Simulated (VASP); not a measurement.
Method: r2SCAN meta-GGA, VASP's PBE PAW potentials (set 64) (plane waves; VASP). For the first row: Numerical set-up: 400 eV cut-off, 10×10×10 Γ-centred mesh, tetrahedra with Blöchl corrections, potentials Ge_d W_sv.

```tsv
system	energy (eV/atom)
GeW$_{3}$ (relaxed from the D03 structure, space group Fm-3m)	-41.5709
Ge (diamond)	-13.8670
W (bcc)	-51.3529
```

The references are the elements' solids at the same level; no temperature or zero-point terms are added.  Spin-orbit coupling is left out, which shifts such energies by up to tenths of an eV for the heavy elements here.

Problem. What is the formation energy per atom of GeW3?

Solution. The references average (1×(-13.8670) + 3×(-51.3529))/4 = -41.9814 eV, so the formation energy is -41.5709 − (-41.9814) = 0.411 eV/atom.
